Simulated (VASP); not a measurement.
An input for Ansatz (written as the equivalent of a VASP run, and not itself run):

Ansatz 0.2 input:
```yaml
crystal:
  lattice:
    - [3.9939511, 0.0000000, 0.0000000]
    - [0.0000000, 3.9939511, 0.0000000]
    - [0.0000000, 0.0000000, 6.5122591]
  atoms:
    - { symbol: Cu, position: [0.5000000, 0.5000000, 0.0000000] }
    - { symbol: Cu, position: [1.0000000, 0.0000000, 0.0000000] }
    - { symbol: I, position: [0.5000000, 0.0000000, 0.2613905] }
    - { symbol: I, position: [0.0000000, 0.5000000, 0.7386095] }
kpoints:
  mp_grid: { grid: [5, 5, 3] }
hamiltonian:
  xc: r2scan
  pseudopotentials: { kind: paw }
scf:
  occupations: { method: gaussian, width: 0.05 }
  max_iter: 100
relax:
  max_steps: 60
  f_tol: 0.02
  cell: {}
output: { forces: true, stress: true, eigenvalues: true }
```

### Question
Write the VASP files for the same calculation (r2SCAN).

### Answer
This is not unique; one that fits is 
**INCAR**
```
# general
SYSTEM =CuI
PREC   =Accurate
ENCUT  =400
LREAL  =F
LASPH  =T

# electronic loop
EDIFF  =1E-6
NELM   =100
ALGO   =Normal
LMAXMIX=4
LMIXTAU=T

# smearing
ISMEAR =0
SIGMA  =0.05

# functional
METAGGA=R2SCAN

# ions
IBRION =2
NSW    =60
ISIF   =3
EDIFFG =-0.02

# output
LWAVE  =F
LCHARG =F
```

**KPOINTS**
```
K-points
0
gamma
5 5 3
```

POSCAR:
```
CuI
1
    3.9939510798     0.0000000000     0.0000000000
    0.0000000000     3.9939510798     0.0000000000
    0.0000000000     0.0000000000     6.5122591205
Cu I
2 2
Direct
  0.5000000000   0.5000000000   0.0000000000
  1.0000000000   0.0000000000   0.0000000000
  0.5000000000   0.0000000000   0.2613904716
  0.0000000000   0.5000000000   0.7386095284
```

POTCAR, in this order: Cu I (PBE.64 set). Program: vasp_std.

The two are equivalent in intent, not identical: each code has its own PAW files, so the cut-off isn't converted (ENCUT is set for VASP's; basis.ecutwfc is left out, and Ansatz then takes the one that its files recommend); Ansatz stops its SCF on the density residual and VASP on the energy change (EDIFF).

The structure comes from a computed database's CuI entry (P4/nmm); how it stands against other phases isn't given here. This run relaxes it. Symmetry was kept, so distortions that lower it aren't found. The start is the result of an earlier pass.
